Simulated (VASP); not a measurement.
Output of a VASP run:

**OSZICAR**
```
       N       E                     dE             d eps       ncg     rms          rms(c)
DAV:   1     0.422553359740E+03    0.42255E+03   -0.22228E+04   496   0.106E+03
DAV:   2     0.152139919737E+02   -0.40734E+03   -0.39914E+03   544   0.315E+02
DAV:   3    -0.259735251346E+02   -0.41188E+02   -0.40297E+02   640   0.108E+02
DAV:   4    -0.281320328715E+02   -0.21585E+01   -0.21534E+01   720   0.222E+01
DAV:   5    -0.281997774583E+02   -0.67745E-01   -0.67701E-01   784   0.328E+00    0.113E+01
DAV:   6    -0.274582849213E+02    0.74149E+00   -0.15841E+00   584   0.920E+00    0.881E+00
DAV:   7    -0.273848336591E+02    0.73451E-01   -0.75020E-01   632   0.329E+00    0.311E+00
DAV:   8    -0.273736258670E+02    0.11208E-01   -0.93143E-02   592   0.208E+00    0.102E+00
DAV:   9    -0.273734179821E+02    0.20788E-03   -0.11234E-02   624   0.804E-01    0.287E-01
DAV:  10    -0.273730817395E+02    0.33624E-03   -0.14452E-03   656   0.245E-01    0.129E-01
DAV:  11    -0.273730738721E+02    0.78674E-05   -0.80893E-04   616   0.156E-01    0.458E-02
DAV:  12    -0.273730725672E+02    0.13049E-05   -0.97569E-05   512   0.465E-02    0.568E-02
DAV:  13    -0.273730696948E+02    0.28724E-05   -0.11842E-05   600   0.159E-02    0.222E-02
DAV:  14    -0.273730677039E+02    0.19908E-05   -0.12717E-05   464   0.222E-02    0.876E-03
DAV:  15    -0.273730678515E+02   -0.14752E-06   -0.17594E-06   424   0.754E-03
   1 F= -.27373068E+02 E0= -.27373068E+02  d E =-.170171E-11
```

### OUTCAR
```
------------------------ aborting loop because EDIFF is reached ----------------------------------------
  FORCE on cell =-STRESS in cart. coord.  units (eV):
  Direction    XX          YY          ZZ          XY          YZ          ZX
  --------------------------------------------------------------------------------------
  Total       -2.1866060     -2.1866060     -2.1394980      0.0000000     -0.0000000      0.0000000
  in kB      -12.9040949    -12.9040949    -12.6260906      0.0000000     -0.0000000      0.0000000
  external PRESSURE =     -12.8114268 kB  Pullay stress =       0.0000000 kB
  volume of cell :      271.49
      direct lattice vectors                 reciprocal lattice vectors
    -4.305659000  4.305659000  3.661123000     0.000000000  0.116126242  0.136570118
     4.305659000 -4.305659000  3.661123000     0.116126242  0.000000000  0.136570118
     4.305659000  4.305659000 -3.661123000     0.116126242  0.116126242  0.000000000
 POSITION                                       TOTAL-FORCE (eV/Angst)
 -----------------------------------------------------------------------------------
      0.00000      4.30566      0.00000        -0.000000      0.000000     -0.000000
      4.30566      0.00000      0.00000         0.000000      0.000000      0.000000
      0.00000      0.00000      0.00000         0.000000      0.000000      0.000000
      0.00000      0.00000      3.66112         0.000000      0.000000      0.000000
      1.51017     -1.51017      5.58087         0.078703     -0.078703     -0.087353
      2.79549      2.79549     -1.91975        -0.078703     -0.078703      0.087353
     -1.51017      1.51017      5.58087        -0.078703      0.078703     -0.087353
      1.51017      1.51017      1.74138         0.078703      0.078703      0.087353
 -----------------------------------------------------------------------------------
    total drift:                               -0.000000     -0.000000     -0.000002
  FREE ENERGIE OF THE ION-ELECTRON SYSTEM (eV)
  ---------------------------------------------------
  free  energy   TOTEN  =       -27.3730678515 eV

  energy  without entropy=      -27.3730678515  energy(sigma->0) =      -27.37306785
```
(Selected blocks of OUTCAR.)

### POSCAR
```
K2SnHgTe4
1
   -4.3056590000     4.3056590000     3.6611230000
    4.3056590000    -4.3056590000     3.6611230000
    4.3056590000     4.3056590000    -3.6611230000
K Sn Hg Te
2 1 1 4
Direct
  0.5000000000   0.0000000000   0.5000000000
  0.0000000000   0.5000000000   0.5000000000
  0.0000000000   0.0000000000   0.0000000000
  0.5000000000   0.5000000000   0.0000000000
  0.5868100000   0.9375500000   0.0000000000
  0.0624500000   0.0624500000   0.6492600000
  0.9375500000   0.5868100000   0.0000000000
  0.4131900000   0.4131900000   0.3507400000
```

Question: Reconstruct the remaining input files.

Answer: This is not unique; one that fits is the input of the run itself, LDA (Ceperley-Alder, Perdew-Zunger), plane waves, VASP's LDA PAW potentials (set 64).

### KPOINTS
```
Automatic mesh
0
Gamma
3 3 3
0 0 0
```

**INCAR**
```
SYSTEM = K2SnHgTe4
PREC = Accurate
ENCUT = 300
EDIFF = 1E-6
NELM = 100
ALGO = Normal
LREAL = .FALSE.
LASPH = .TRUE.
ISMEAR = 0
SIGMA = 0.01
LMAXMIX = 6
LWAVE = .FALSE.
LCHARG = .FALSE.
ISIF = 2
```

POTCAR, in this order: K_sv Sn_d Hg Te (LDA.64 set). Program: vasp_std.

At this cut-off the stress carries a Pulay error, which pulls relaxed volumes low.

The structure comes from a computed database's K2SnHgTe4 entry; how it stands against other phases isn't given here. The cell was not relaxed at this level, and its volume differs by -5.9 % from the start's.
